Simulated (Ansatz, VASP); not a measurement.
# B2O3 in two plane-wave programs, part 3 of 3

Aim: how closely do two programs agree when they are given the same cell, functional and k mesh? Of the first pair: The structure shown is frame 133 of Ansatz's trajectory.

VASP 6.6.1 and Ansatz 0.2.0.

So far. Step 6 (VASP: single point, r2SCAN, pair 2): The run ends at a pressure of -3.83 GPa, with forces up to 4.5 eV/Å.

## 7. Differences

Forces on 10 of the 65 atoms, those with the largest forces and the largest differences (eV/Å; atoms numbered as in POSCAR):

| atom | Ansatz x, y, z | VASP x, y, z |
| --- | --- | --- |
| B14 | -0.767, -1.156, -0.174 | -0.742, -1.050, -0.154 |
| B16 | -2.559, -1.036, -0.374 | -2.566, -0.972, -0.398 |
| B17 | 0.787, -0.913, -2.122 | 0.759, -0.806, -2.073 |
| B23 | -0.282, 1.064, 0.696 | -0.285, 1.100, 0.616 |
| B24 | -0.430, -2.748, 2.046 | -0.414, -2.717, 2.051 |
| O35 | -2.302, -1.664, 0.173 | -2.299, -1.658, 0.155 |
| O38 | 1.274, 3.069, 0.837 | 1.260, 3.063, 0.869 |
| O47 | -0.474, 0.977, -2.757 | -0.462, 0.989, -2.743 |
| O49 | -1.514, 0.733, -4.143 | -1.504, 0.724, -4.128 |
| O64 | 2.061, 2.494, -2.680 | 2.069, 2.487, -2.680 |

The forces differ by 24 meV/Å r.m.s., which is 2.3 % of the r.m.s. force of 1.065 eV/Å (both taken over all components).

## 8. Ansatz: dynamics, r2SCAN

One frame of this run of dynamics is then solved in both programs, so the motion causes no difference.

The structure compared here is frame 400 of Ansatz's trajectory.

Contents of input.yaml:

```yaml
crystal:
  lattice:
    - [9.14892, 0.0, 0.0]
    - [0.0, 9.14892, 0.0]
    - [0.0, 0.0, 9.14892]
  atoms:
    - { symbol: B, position: [0.72575, 0.14136, 0.03498] }
    - { symbol: B, position: [0.61017, 0.64752, 0.58818] }
    - { symbol: B, position: [0.63232, 0.96921, 0.26356] }
    - { symbol: B, position: [0.62932, 0.9393, 0.55709] }
    - { symbol: B, position: [0.16337, 0.50745, 0.12177] }
    - { symbol: B, position: [0.33969, 0.72712, 0.65511] }
    - { symbol: B, position: [0.07325, 0.55224, 0.44061] }
    - { symbol: B, position: [0.90446, 0.37931, 0.06938] }
    - { symbol: B, position: [0.27954, 0.71042, 0.94733] }
    - { symbol: B, position: [0.91892, 0.30736, 0.406] }
    - { symbol: B, position: [0.25165, 0.02155, 0.98401] }
    - { symbol: B, position: [0.54375, 0.77025, 0.0713] }
    - { symbol: B, position: [0.97296, 0.78714, 0.3016] }
    - { symbol: B, position: [0.41367, 0.41027, 0.25687] }
    - { symbol: B, position: [0.9855, 0.89366, 0.03297] }
    - { symbol: B, position: [0.90818, 0.89137, 0.76529] }
    - { symbol: B, position: [0.7235, 0.58288, 0.93319] }
    - { symbol: B, position: [0.67227, 0.46165, 0.36936] }
    - { symbol: B, position: [0.94512, 0.01642, 0.50189] }
    - { symbol: B, position: [0.27972, 0.97928, 0.50336] }
    - { symbol: B, position: [0.1901, 0.14007, 0.7281] }
    - { symbol: B, position: [0.59, 0.15121, 0.7631] }
    - { symbol: B, position: [0.70492, 0.39166, 0.70599] }
    - { symbol: B, position: [0.04397, 0.62619, 0.7118] }
    - { symbol: B, position: [0.97822, 0.3506, 0.73841] }
    - { symbol: B, position: [0.34564, 0.12069, 0.24973] }
    - { symbol: O, position: [0.96575, 0.89567, 0.40839] }
    - { symbol: O, position: [0.93588, 0.82827, 0.16008] }
    - { symbol: O, position: [0.2757, 0.72702, 0.79646] }
    - { symbol: O, position: [0.03239, 0.40606, 0.43856] }
    - { symbol: O, position: [0.64341, 0.69641, 0.98659] }
    - { symbol: O, position: [0.40549, 0.25905, 0.28308] }
    - { symbol: O, position: [0.04988, 0.40272, 0.10912] }
    - { symbol: O, position: [0.7885, 0.36371, 0.34601] }
    - { symbol: O, position: [0.13439, 0.92606, 0.01021] }
    - { symbol: O, position: [0.31692, 0.01587, 0.35831] }
    - { symbol: O, position: [0.58467, 0.30022, 0.7135] }
    - { symbol: O, position: [0.9636, 0.75091, 0.74301] }
    - { symbol: O, position: [0.31849, 0.84625, 0.56386] }
    - { symbol: O, position: [0.81414, 0.49635, 0.03051] }
    - { symbol: O, position: [0.6459, 0.98211, 0.4144] }
    - { symbol: O, position: [0.27052, 0.07708, 0.83992] }
    - { symbol: O, position: [0.28541, 0.47693, 0.2147] }
    - { symbol: O, position: [0.9159, 0.99367, 0.65061] }
    - { symbol: O, position: [0.58444, 0.83826, 0.20183] }
    - { symbol: O, position: [0.69433, 0.51896, 0.79554] }
    - { symbol: O, position: [0.01755, 0.64528, 0.33368] }
    - { symbol: O, position: [0.67518, 0.53807, 0.50523] }
    - { symbol: O, position: [0.11452, 0.61059, 0.57458] }
    - { symbol: O, position: [0.9278, 0.15565, 0.44032] }
    - { symbol: O, position: [0.39824, 0.76724, 0.02775] }
    - { symbol: O, position: [0.84248, 0.33226, 0.67031] }
    - { symbol: O, position: [0.32221, 0.08618, 0.10154] }
    - { symbol: O, position: [0.63915, 0.11762, 0.90803] }
    - { symbol: O, position: [0.1833, 0.61435, 0.01371] }
    - { symbol: O, position: [0.46319, 0.64015, 0.63343] }
    - { symbol: O, position: [0.01947, 0.49376, 0.78287] }
    - { symbol: O, position: [0.8413, 0.23529, 0.03965] }
    - { symbol: O, position: [0.89388, 0.92605, 0.91266] }
    - { symbol: O, position: [0.20613, 0.08256, 0.58653] }
    - { symbol: O, position: [0.08031, 0.23899, 0.75867] }
    - { symbol: O, position: [0.55092, 0.47718, 0.27749] }
    - { symbol: O, position: [0.66804, 0.79282, 0.59117] }
    - { symbol: O, position: [0.67939, 0.0754, 0.16306] }
    - { symbol: O, position: [0.57779, 0.041, 0.66074] }
kpoints:
  mp_grid: { grid: [1, 1, 1] }
hamiltonian:
  xc: r2scan
scf:
  occupations: { method: fixed }
output:
  forces: true
md:
  timestep: 1.0
  n_steps: 400
  ensemble: nve
  temperature: 400
  initial_velocities: maxwell_boltzmann
  seed: 3606
```

On the command line:

```console
> ansatz run input.yaml --threads 4 --pin off --max-ram 8192MiB --backend cpu --events-out ev --progress --plain --runs-dir out
```

Numbers of over 12 decimals in the logs are rounded to 6 here.

The program printed:

```text
[...]
Crystal: 65 atoms, lattice volume = 765.790 Å³
Basis set: ecut = 500 eV, 19549 PW (Γ), exchange–correlation on 288×288×288 points (64 copies of the dense FFT grid, shifted against one another)
Bands: 221, of which v1, the nominal top of the filled ones, is band 156 counted from 1 (155 counted from 0)
Symmetry: 1 space group operations
k-points: 1
[...]
atom   8  B     -0.27773318    -2.82061516    -0.49511533
[...]
atom  62  O      1.08487689     1.28847560    -0.41204218
  atom  63  O     -1.02638512     0.70467514    -0.17218865
  atom  64  O     -0.75633029    -0.73706650     1.40348858
  atom  65  O     -0.35731252     0.34553873     0.36797228
  max |Σ_I F_I| component: 9.19e-5 eV/Å
--- MD trajectory: 400 steps, t = 0.0 → 400.0 fs ---
[...]
conserved energy: peak-to-peak 1.270e-2 eV (1.954e-4 eV/atom) over 400.0 fs
[key lines of the parts left out:]
SCF converged after 2 iterations
Free energy (F): -26297.627277 eV
Fermi energy:    0.813932 eV
```

## 9. VASP: single point, r2SCAN, pair 3

The same cell, functional and mesh now go to VASP, with its own data sets.

Contents of INCAR:

```
SYSTEM = B2O3
PREC = Accurate
ENCUT = 580
EDIFF = 1E-06
NELM = 120
ISMEAR = 0
SIGMA = 0.01
LREAL = Auto
ALGO = Normal
METAGGA = R2SCAN
LASPH = .TRUE.
NBANDS = 208
LORBIT = 11
LWAVE = .FALSE.
LCHARG = .FALSE.
ISIF = 2
GGA_COMPAT = .FALSE.
EFERMI = MIDGAP
LMIXTAU = .TRUE.
NCORE = 2
```

Contents of POSCAR:

```
B2O3
1.0
    9.1489200000      0.0000000000      0.0000000000
    0.0000000000      9.1489200000      0.0000000000
    0.0000000000      0.0000000000      9.1489200000
B O
26 39
Direct
    0.7254189566      0.1183090463      0.0275879557
    0.5656514649      0.6573999991      0.5656077439
    0.6314953022      0.9513144721      0.2452092706
    0.6129248042      0.9330718817      0.5330355933
    0.1611228429      0.4463477656      0.0643791836
    0.3577143532      0.7597180869      0.7282061708
    0.9320684846      0.5903101131      0.3978174473
    0.8842573768      0.3590041229      0.0551649812
    0.3087140340      0.6598920966      0.9815694093
    0.8353117089      0.3140370667      0.3844825400
    0.2498983487      0.0895187629      0.0493151104
    0.5388832780      0.7188826659      0.0950494703
    0.9420893395      0.8207198227      0.2377548388
    0.3733446134      0.3625127337      0.2429139177
    0.9998447904      0.9366351438      0.9869602095
    0.9794926614      0.9177804593      0.7138110291
    0.7091656720      0.5164434709      0.9713386935
    0.6030438565      0.4461400909      0.3699562353
    0.9434446907      0.0407151882      0.4447191581
    0.3107142701      0.0117915557      0.5920043021
    0.2681300088      0.2061664109      0.7952960568
    0.6477923077      0.1034439038      0.7541873795
    0.7941483804      0.3298750016      0.7640901877
    0.0261014415      0.6601544226      0.6392667113
    0.0794935358      0.4040476909      0.7216808104
    0.3290552327      0.1172160211      0.3283010454
    0.9637093777      0.9190592988      0.3607092422
    0.9258032642      0.8758192224      0.1023290181
    0.3138293919      0.7520778409      0.8692938620
    0.8985672626      0.4510805647      0.3551348137
    0.6084106102      0.6179855109      0.0042168912
    0.3826571880      0.2556913822      0.3439422358
    0.0265823726      0.3852804484      0.0574603341
    0.6869007489      0.3200377750      0.3707978647
    0.1274467369      0.0107094608      0.0296756338
    0.3009098342      0.0268446986      0.4458996253
    0.7088486947      0.2244745828      0.7028807772
    0.0361113662      0.7813162647      0.7170245231
    0.3035440249      0.8657415301      0.6347415870
    0.7790864933      0.4579994141      0.0846001495
    0.6236583116      0.9842036000      0.3852804484
    0.2872032983      0.1913996406      0.9440021336
    0.2649930265      0.3786239250      0.1458314205
    0.9414444546      0.0030145635      0.5977208239
    0.6072082825      0.8131123674      0.1856831189
    0.7334745522      0.4544798730      0.8254744822
    0.9523878228      0.6781018962      0.2742728103
    0.5780245100      0.5247613926      0.4989550679
    0.9297840619      0.6511369648      0.5337132689
    0.9016801983      0.1771684527      0.3993914036
    0.3925272054      0.7047061292      0.1023508786
    0.9457509739      0.3377775737      0.7379122344
    0.3309461663      0.0648491844      0.1768624056
    0.6566239512      0.0708280322      0.9072327663
    0.1981873270      0.5608093633      0.9733629762
    0.4625791897      0.6707130459      0.6802988768
    0.1162432287      0.5396156049      0.6675542031
    0.8407331139      0.2156320090      0.0103290880
    0.9412477101      0.9686717121      0.8547566270
    0.3367064091      0.1136090380      0.7059412477
    0.2038491975      0.3312631436      0.7526243535
    0.4906808672      0.4539770814      0.2647307005
    0.6490055657      0.7784853294      0.5334181521
    0.6930216900      0.0632205769      0.1587181875
    0.5974694281      0.0009618622      0.6586023268
```

Contents of KPOINTS:

```
Automatic mesh
0
Gamma
1 1 1
0 0 0
```

PAW data sets: B and O (PBE family, release 64).

On the command line:

```console
> mpirun -np 8 vasp_gam
```

The program printed:

```text
[... set-up lines as in an earlier step ...]
 entering main loop
       N       E                     dE             d eps       ncg     rms          rms(c)
DAV:   1     0.284088422645E+04    0.28409E+04   -0.20302E+05   432   0.163E+03
DAV:   2    -0.475927657466E+03   -0.33168E+04   -0.31930E+04   512   0.399E+02
DAV:   3    -0.723784035087E+03   -0.24786E+03   -0.24560E+03   488   0.114E+02
DAV:   4    -0.728087731385E+03   -0.43037E+01   -0.42883E+01   480   0.159E+01
[...]
DAV:  25    -0.578475023724E+03   -0.15018E-05   -0.24115E-07   288   0.178E-03    0.503E-04
DAV:  26    -0.578475024828E+03   -0.11037E-05   -0.33689E-07   280   0.206E-03    0.225E-04
DAV:  27    -0.578475024958E+03   -0.13066E-06   -0.49520E-08   240   0.874E-04
   1 F= -.57847502E+03 E0= -.57847502E+03  d E =0.000000E+00
```

From OUTCAR (step 9):

```text
  Total        1.4317912    -17.4499199    -22.7300366     -4.4517936     -4.3924921      1.5767747
  in kB        2.9955790    -36.5085453    -47.5555521     -9.3139975     -9.1899275      3.2989121
  external PRESSURE =     -27.0228395 kB  Pullay stress =       0.0000000 kB

 POSITION                                       TOTAL-FORCE (eV/Angst)
 -----------------------------------------------------------------------------------
      6.63680      1.08240      0.25240         0.555444      0.261146     -0.171792
      5.17510      6.01450      5.17470        -0.927159      0.827134      1.071624
      5.77750      8.70350      2.24340         0.825083     -0.196476     -2.822704
      5.60760      8.53660      4.87670         1.807549     -3.202138     -3.033048
      1.47410      4.08360      0.58900         0.625985      0.005100     -0.549857
      3.27270      6.95060      6.66230        -0.001633      0.999686      0.012272
      8.52742      5.40070      3.63960        -0.666338      0.391741     -1.402114
      8.09000      3.28450      0.50470        -0.165504     -2.824647     -0.446122
      2.82440      6.03730      8.98030         0.036574      1.027225      1.084592
      7.64220      2.87310      3.51760        -0.218052     -0.309994     -0.114137
      2.28630      0.81900      0.45118         0.177569     -0.021757     -0.003536
      4.93020      6.57700      0.86960         0.519686     -1.107371      0.109424
      8.61910      7.50870      2.17520         1.247532      1.915796      2.355490
      3.41570      3.31660      2.22240         1.668924      1.424841      0.511638
[...]
-----------------------------------------------------------------------------------
    total drift:                                0.010631      0.004624     -0.006466

  FREE ENERGIE OF THE ION-ELECTRON SYSTEM (eV)
  ---------------------------------------------------
  free  energy   TOTEN  =      -578.4750249584 eV

  energy  without entropy=     -578.4750249584  energy(sigma->0) =     -578.47502496

[... 2 parts as in an earlier step ...]
```

The run ends at a pressure of -2.70 GPa, with forces up to 4.8 eV/Å.

## 10. Comparison

Forces on 10 of the 65 atoms, those with the largest forces and the largest differences (eV/Å; atoms numbered as in POSCAR):

| atom | Ansatz x, y, z | VASP x, y, z |
| --- | --- | --- |
| B4 | 1.814, -3.292, -3.074 | 1.808, -3.202, -3.033 |
| B8 | -0.278, -2.821, -0.495 | -0.166, -2.825, -0.446 |
| B13 | 1.260, 1.945, 2.407 | 1.248, 1.916, 2.355 |
| B15 | 1.322, 2.349, 1.616 | 1.280, 2.351, 1.625 |
| B17 | -1.032, -0.381, -2.108 | -1.120, -0.292, -2.123 |
| B18 | -3.055, -1.353, 0.939 | -3.059, -1.342, 0.946 |
| B22 | 1.035, -0.825, 2.547 | 0.963, -0.883, 2.507 |
| O32 | -1.772, -2.185, 1.122 | -1.765, -2.178, 1.139 |
| O41 | -0.982, 0.756, 3.890 | -0.990, 0.730, 3.887 |
| O54 | -1.831, -0.406, -3.036 | -1.834, -0.391, -3.030 |

The forces differ by 28 meV/Å r.m.s., which is 2.4 % of the r.m.s. force of 1.184 eV/Å (both taken over all components).

## 11. Results

* r.m.s. force difference (single point, r2SCAN, pair 1): 2.4 % of the r.m.s. force
* r.m.s. force difference (single point, r2SCAN, pair 2): 2.3 % of the r.m.s. force
* r.m.s. force difference (single point, r2SCAN, pair 3): 2.4 % of the r.m.s. force

The r.m.s. force difference is 2.4 % of the r.m.s. force (single point, r2SCAN, pair 3), within the 3 % picked in this series as the mark of a large difference. Such differences can come from data sets, numerical settings and the points named under the comparisons, not from the functional's error against experiment.

[Lines on the potential files, build, host, timing and source positions are cut from VASP's logs without a mark.]

[Logs are printed without paths, hosts, clocks, repeated set-up lines and the standing remarks that a program may print on its own settings, such as how far it seeks lower states.]

[Hosts, paths, dates, database ids (printed as entryN), source tags and the programs' standing remarks are cut or masked in the printed files.]
